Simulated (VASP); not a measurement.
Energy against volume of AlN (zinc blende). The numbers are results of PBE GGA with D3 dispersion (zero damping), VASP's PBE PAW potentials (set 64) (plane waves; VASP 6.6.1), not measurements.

```json
[
 {"V (Å³/atom)": "9.873", "E (eV/atom)": "-7.55818"},
 {"V (Å³/atom)": "10.188", "E (eV/atom)": "-7.57862"},
 {"V (Å³/atom)": "10.503", "E (eV/atom)": "-7.58520"},
 {"V (Å³/atom)": "10.819", "E (eV/atom)": "-7.57983"},
 {"V (Å³/atom)": "11.134", "E (eV/atom)": "-7.56417"}
]
```

Problem. Fit a third-order Birch-Murnaghan equation of state.

Solution. 
```
Item                                             Value
---------------------------------------  -------------
volume per atom                          10.51 Å³/atom
bulk modulus                                   201 GPa
pressure derivative of the bulk modulus           3.97
lattice constant a                             4.381 Å
```

The compound is AlN in the zinc blende structure, a metastable form; wurtzite is the usual one. It was relaxed first.
